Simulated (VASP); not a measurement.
BaTiO3 (space group P4mm): the measured cell of entry 1513252 of the Crystallography Open Database is

```xyz
5
Lattice="3.9905 0.0000 0.0000 0.0000 3.9905 0.0000 0.0000 0.0000 4.0412" Properties=species:S:1:pos:R:3 pbc="T T T"
Ba     0.0000     0.0000     0.0000
Ti     1.9952     1.9952     1.9236
O      1.9952     1.9952     0.1738
O      0.0000     1.9952     2.1540
O      1.9952     0.0000     2.1540
```

Calculation: r2SCAN+rVV10, VASP's PBE PAW potentials (set 64) (plane waves; VASP). Run with 520 eV cut-off, 6×6×6 Γ-centred mesh, tetrahedra with Blöchl corrections, potentials Ba_sv Ti_sv O.

The calculation is for a static lattice at zero pressure; the measurement, at 300 K, holds thermal and zero-point expansion. The entry's conditions were not checked, so it may have been measured under pressure.

Problem. How far does the relaxed conventional cell lie from the measured one?

Solution. 
```tsv
	measured	computed	difference
a (Å)	3.990	3.982	-0.2 %
c (Å)	4.041	4.084	+1.1 %
V (Å³/atom)	12.87	12.95	+0.6 %
```

The structure comes from a measured BaTiO3 entry (P4mm) of the Crystallography Open Database, whose conditions weren't checked. It was relaxed first. Symmetry was kept, so distortions that lower it aren't found.
